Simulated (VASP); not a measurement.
# BTe (P-6m2) in VASP: equation of state, part 2 of 2

VASP 6.6.1. Earlier steps stand in the parts before.

### Step 4. Equation of state, PBE, 16.63 Å³/atom (volume scaled by 0.98)

INCAR

```
ALGO = Normal
EDIFF = 1E-7
ENCUT = 520
GGA = PE
ISIF = 2
ISMEAR = -1
LASPH = T
LCHARG = F
LREAL = F
LWAVE = F
NBANDS = 12
NELM = 100
PREC = Accurate
SIGMA = 0.05
```

KPOINTS

```
k-points
0
Gamma
  9 9 8
```

POSCAR

```
BTe
1.0
    3.4288712482      0.0000000000      0.0000000000
   -1.7144356241      2.9694952344      0.0000000000
    0.0000000000      0.0000000000      3.2663792008
B Te
1 1
Direct
    0.0000000000      0.0000000000      0.5000000000
    0.6666700000      0.3333300000      0.0000000000
```

On the command line:

```console
$ cat potpaw_PBE.64/B/POTCAR potpaw_PBE.64/Te/POTCAR > POTCAR
$ mpirun -np 1 vasp_std > vasp.out
```

Wall time 64 s (1 thread of Intel Xeon Platinum 8375C at 2.90GHz (Ice Lake), shared host); peak memory 0.18 GiB.

The run converged. Its results:

| Item | Value |
| --- | --- |
| Free energy | -7.2619 eV |
| Pressure | 1.3 GPa |
| Band gap on the k mesh | none (metal or under the smearing width) |

### Step 5. Equation of state, PBE, 17.31 Å³/atom (volume scaled by 1.02)

INCAR

```
SYSTEM = BTe
ALGO     = Normal         ! electronic algorithm
EDIFF    = 1E-7           ! SCF threshold, eV
ENCUT    = 520            ! plane-wave cutoff, eV
GGA      = PE             ! functional
ISIF     = 2              ! what is computed and relaxed
ISMEAR   = -1             ! smearing method
LASPH    = .TRUE.         ! aspherical terms in the spheres
LCHARG   = .FALSE.        ! write CHGCAR
LREAL    = .FALSE.        ! projectors in reciprocal space
LWAVE    = .FALSE.        ! write WAVECAR
NBANDS   = 12             ! bands
NELM     = 100            ! most SCF steps
PREC     = Accurate       ! precision mode
SIGMA    = 0.05           ! smearing width, eV
```

KPOINTS

```
k-points
0
G
  9 9 8
  0 0 0
```

POSCAR

```
BTe
1.0
    3.4749018583      0.0000000000      0.0000000000
   -1.7374509292      3.0093589876      0.0000000000
    0.0000000000      0.0000000000      3.3102284493
B Te
1 1
Direct
    0.0000000000      0.0000000000      0.5000000000
    0.6666700000      0.3333300000      0.0000000000
```

Potentials or basis: VASP PAW PBE potentials, release 64 (B, Te).

On the command line:

```console
$ cat potpaw_PBE.64/B/POTCAR potpaw_PBE.64/Te/POTCAR > POTCAR
$ mpirun -np 1 vasp_std > vasp.out
```

OUTCAR:

```text
SYSTEM = BTe
   EDIFF = 1E-7
   ENCUT = 520
   GGA = PE
   ISIF = 2
   ISMEAR = -1
   LASPH = .TRUE.
   LREAL = .FALSE.
   NELM = 100
   PREC = Accurate

 Found    125 irreducible k-points:

 Following reciprocal coordinates:
            Coordinates               Weight
  0.000000  0.000000  0.000000      1.000000
  0.111111  0.000000  0.000000      4.000000
 -0.111111  0.111111  0.000000      2.000000
  0.222222  0.000000  0.000000      4.000000
 -0.222222  0.222222  0.000000      2.000000
  0.333333  0.000000  0.000000      4.000000
   k-points           NKPTS =    125   k-points in BZ     NKDIM =    125   number of bands    NBANDS=     12
   number of dos      NEDOS =    301   number of ions     NIONS =      2
[... 160 lines left out ...]
     12      21.2120      0.00000

 [... further k-points ...]
[... 5 lines left out ...]
  --------------------------------------------------------------------------------------
  -------------------------------------------------------------------------------------
  Total       -0.2473503     -0.2473522     -0.6198175     -0.0000008      0.0000000      0.0000000
  in kB      -11.4484970    -11.4485848    -28.6879758     -0.0000385      0.0000000      0.0000000
  external PRESSURE =     -17.1950192 kB  Pullay stress =       0.0000000 kB

 VOLUME and BASIS-vectors are now :
 -----------------------------------------------------------------------------
  energy-cutoff  :      520.00
  volume of cell :       34.62
      direct lattice vectors                 reciprocal lattice vectors
     3.474901858  0.000000000  0.000000000     0.287777912  0.166148340  0.000000000
    -1.737450929  3.009358988  0.000000000     0.000000000  0.332296680  0.000000000
     0.000000000  0.000000000  3.310228449     0.000000000  0.000000000  0.302093954

 POSITION                                       TOTAL-FORCE (eV/Angst)
 -----------------------------------------------------------------------------------
      0.00000      0.00000      1.65511         0.000029     -0.000017      0.000000
      1.73747      1.00311      0.00000        -0.000029      0.000017      0.000000
 -----------------------------------------------------------------------------------
    total drift:                               -0.000014     -0.000025     -0.000000

  FREE ENERGIE OF THE ION-ELECTRON SYSTEM (eV)
  ---------------------------------------------------
  free  energy   TOTEN  =        -7.2594481626 eV

  energy  without entropy=       -7.2527765930  energy(sigma->0) =       -7.25611238
```

OSZICAR:

```text
N       E                     dE             d eps       ncg     rms          rms(c)
DAV:   1     0.214126792755E+02    0.21413E+02   -0.35436E+03  3000   0.589E+02
DAV:   2    -0.656353824617E+01   -0.27976E+02   -0.27111E+02  4060   0.103E+02
DAV:   3    -0.755328082486E+01   -0.98974E+00   -0.97921E+00  3744   0.187E+01
DAV:   4    -0.756107556164E+01   -0.77947E-02   -0.77937E-02  3376   0.198E+00
DAV:   5    -0.756117542311E+01   -0.99861E-04   -0.99860E-04  3648   0.230E-01    0.949E+00
DAV:   6    -0.725743043681E+01    0.30374E+00   -0.15299E+00  3108   0.399E+00    0.534E+00
DAV:   7    -0.725992423879E+01   -0.24938E-02   -0.64861E-02  3576   0.137E+00    0.359E+00
DAV:   8    -0.725986022202E+01    0.64017E-04   -0.77139E-03  3200   0.515E-01    0.611E-01
DAV:   9    -0.725943534470E+01    0.42488E-03   -0.14881E-03  3208   0.176E-01    0.174E-01
DAV:  10    -0.725944955734E+01   -0.14213E-04   -0.49467E-05  3680   0.423E-02    0.359E-02
DAV:  11    -0.725944842839E+01    0.11290E-05   -0.40412E-06  3332   0.872E-03    0.128E-02
DAV:  12    -0.725944807052E+01    0.35787E-06   -0.53952E-07  3428   0.417E-03    0.458E-03
DAV:  13    -0.725944816264E+01   -0.92125E-07   -0.14253E-08  1748   0.692E-04
   1 F= -.72594482E+01 E0= -.72561124E+01  d E =-.667157E-02
```

stdout:

```text
POSCAR found type information on POSCAR B Te
 POSCAR found :  2 types and       2 ions
 scaLAPACK will be used
 LDA part: xc-table for (Slater+PW92), standard interpolation
 POSCAR, INCAR and KPOINTS ok, starting setup
 FFT: planning ... GRIDC
 FFT: planning ... GRID_SOFT
 FFT: planning ... GRID
 WAVECAR not read
 entering main loop
```

Wall time 61 s (1 thread of Intel Xeon Platinum 8375C at 2.90GHz (Ice Lake), shared host); peak memory 0.19 GiB.

What came out:

```yaml
Free_energy: -7.2594 eV
Pressure: -1.7 GPa
Band_gap_on_the_k_mesh: none (metal or under the smearing width)
```

### Step 6. Equation of state, PBE, 17.65 Å³/atom (volume scaled by 1.04)

INCAR

```
SYSTEM = BTe
PREC = Accurate
ENCUT = 520
EDIFF = 1E-7
ISMEAR = -1
SIGMA = 0.05
LREAL = .FALSE.
LASPH = .TRUE.
NELM = 60
ALGO = Normal
ISIF = 2
LWAVE = .FALSE.
LCHARG = .FALSE.
GGA = PE
NBANDS = 12
```

KPOINTS

```
regular mesh
0
G
  9 9 8
  0 0 0
```

POSCAR

```
BTe
1.0
    3.4974667884      0.0000000000      0.0000000000
   -1.7487333942      3.0289008273      0.0000000000
    0.0000000000      0.0000000000      3.3317240415
B Te
1 1
Direct
    0.0000000000      0.0000000000      0.5000000000
    0.6666700000      0.3333300000      0.0000000000
```

Potentials or basis: VASP PAW PBE potentials, release 64 (B, Te).

On the command line:

```console
$ cat potpaw_PBE.64/B/POTCAR potpaw_PBE.64/Te/POTCAR > POTCAR
$ mpirun -np 1 vasp_std > vasp.out
```

Run time: 50 s. Hardware: 1 thread of Intel Xeon Platinum 8375C at 2.90GHz (Ice Lake), shared host; peak memory 0.19 GiB.

Results (log left out):

```yaml
Free_energy: -7.2497 eV
Pressure: -2.9 GPa
Band_gap_on_the_k_mesh: none (metal or under the smearing width)
```

### Step 7. Equation of state, PBE, 17.99 Å³/atom (volume scaled by 1.06)

INCAR

```
SYSTEM = BTe
PREC     = Accurate       ! precision mode
ENCUT    = 520            ! plane-wave cutoff, eV
EDIFF    = 1E-7           ! SCF threshold, eV
ISMEAR   = -1             ! smearing method
SIGMA    = 0.05           ! smearing width, eV
LREAL    = .FALSE.        ! projectors in reciprocal space
LASPH    = .TRUE.         ! aspherical terms in the spheres
NELM     = 60             ! most SCF steps
ALGO     = Normal         ! electronic algorithm
ISIF     = 2              ! what is computed and relaxed
LWAVE    = .FALSE.        ! write WAVECAR
LCHARG   = .FALSE.        ! write CHGCAR
GGA      = PE             ! functional
NBANDS   = 12             ! bands
```

KPOINTS

```
Automatic mesh
0
G
  9 9 8
  0 0 0
```

POSCAR

```
BTe
1.0
    3.5197442475      0.0000000000      0.0000000000
   -1.7598721238      3.0481937094      0.0000000000
    0.0000000000      0.0000000000      3.3529457859
B Te
1 1
Direct
    0.0000000000      0.0000000000      0.5000000000
    0.6666700000      0.3333300000      0.0000000000
```

On the command line:

```console
$ cat potpaw_PBE.64/B/POTCAR potpaw_PBE.64/Te/POTCAR > POTCAR
$ mpirun -np 1 vasp_std > vasp.out
```

Wall time 56 s (1 thread of Intel Xeon Platinum 8375C at 2.90GHz (Ice Lake), shared host); peak memory 0.19 GiB.

It converged, with:

| Property | Result |
| --- | --- |
| Free energy | -7.2354 eV |
| Pressure | -3.9 GPa |
| Band gap on the k mesh | none (metal or under the smearing width) |

### Step 8. Equation of state, PBE

This step only gathers the single runs of the series.

What came out:

- Equilibrium volume: 16.90 Å³/atom (rough: see the caveat)
- Bulk modulus at fixed shape and positions: 77 GPa (rough)

Energy against volume, from the lowest point:
| volume (Å³/atom) | energy (meV/atom) |
| --- | --- |
| 15.950 | 14.93 |
| 16.290 | 5.78 |
| 16.629 | 0.99 |
| 16.969 | 0.00 |
| 17.308 | 2.20 |
| 17.647 | 7.06 |
| 17.987 | 14.22 |

Caveat: the fit is doubtful: noisy points or a state that changes with volume; the cell was scaled at fixed shape and fractional positions, which overstates the stiffness of a crystal with free parameters, most of all of layers and chains.
